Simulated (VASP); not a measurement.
Here is the system:

```
CELL_PARAMETERS angstrom
      0.00000     2.51622     2.51622
      2.51622     0.00000     2.51622
      2.51622     2.51622     0.00000
ATOMIC_POSITIONS crystal
  Pr 0.00000 0.00000 0.00000
  O  0.50000 0.50000 0.50000
```

Level of theory: PBEsol GGA, VASP's PBE PAW potentials (set 64) (plane waves; VASP). Settings: 520 eV cut-off, Gaussian smearing of 0.050 eV, potentials Pr_3 O.

The 4f electrons are frozen in the core of the lanthanide potential, so 4f levels, which can set the real gap, and their magnetism are missing.

### Question
What does the run give for the band gap (along the path) with the smallest direct gap where there is one?

### Answer

| Quantity | Value |
|---|---|
| band gap (along the path) | none (metal, semimetal or under 0.01 eV) |

Total energies compare only between runs with the same potentials, cut-off and functional.

The structure comes from a computed database's PrO entry (Fm-3m); how it stands against other phases isn't given here. It was relaxed first. The electron count is odd and the run is not spin-polarised, which forces a metal.
